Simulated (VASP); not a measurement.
A run of VASP 6.6.1 is set up as follows.

POSCAR

```
RuSe
1.0
    3.1876923100      0.0000000000      0.0000000000
    0.0000000000      3.1876923100      0.0000000000
    0.0000000000      0.0000000000      3.1876923100
Ru Se
1 1
Direct
    0.0000000000      0.0000000000      0.0000000000
    0.5000000000      0.5000000000      0.5000000000
```

Contents of INCAR.step1:

```
SYSTEM = RuSe
  PREC = Accurate
  ENCUT = 520
  EDIFF = 1E-5
  ISMEAR = -1
  SIGMA = 0.05
  LREAL = .FALSE.
  LASPH = .TRUE.
  NELM = 60
  ALGO = Normal
  ISIF = 2
  LWAVE = .TRUE.
  NBANDS = 17
  GGA = PE
```

INCAR.step2

```
SYSTEM = RuSe
  PREC = Accurate
  ENCUT = 520
  EDIFF = 1E-7
  ISMEAR = -1
  SIGMA = 0.05
  LREAL = .FALSE.
  LASPH = .TRUE.
  NELM = 60
  ALGO = Normal
  ISIF = 2
  LWAVE = .FALSE.
  LCHARG = .FALSE.
  GGA = PE
  LHFCALC = .TRUE.
  HFSCREEN = 0.4
  AEXX = 0.25
  PRECFOCK = Fast
  NBANDS = 17
  ISTART = 1
```

File KPOINTS:

```
Automatic mesh
0
G
  4 4 4
  0 0 0
```

Potentials or basis: VASP PAW PBE potentials, release 64 (Ru_pv, Se).

Command:

```sh
$ cat potpaw_PBE.64/Ru_pv/POTCAR potpaw_PBE.64/Se/POTCAR > POTCAR
$ cp INCAR.step1 INCAR
$ mpirun -np 1 vasp_std > vasp.out
$ cp INCAR.step2 INCAR
$ mpirun -np 1 vasp_std > vasp.out
```

Q: What does it give for the band gap on the k mesh?

A: None (metal or under the smearing width).

Q: Predict the pressure.

A: -16.1 GPa.

Caveat: the k mesh is coarse (spacing up to 0.49 Å⁻¹), so the values aren't converged, least of all with exact exchange; the PAW data sets were made with another functional, which shifts forces and pressure a little.
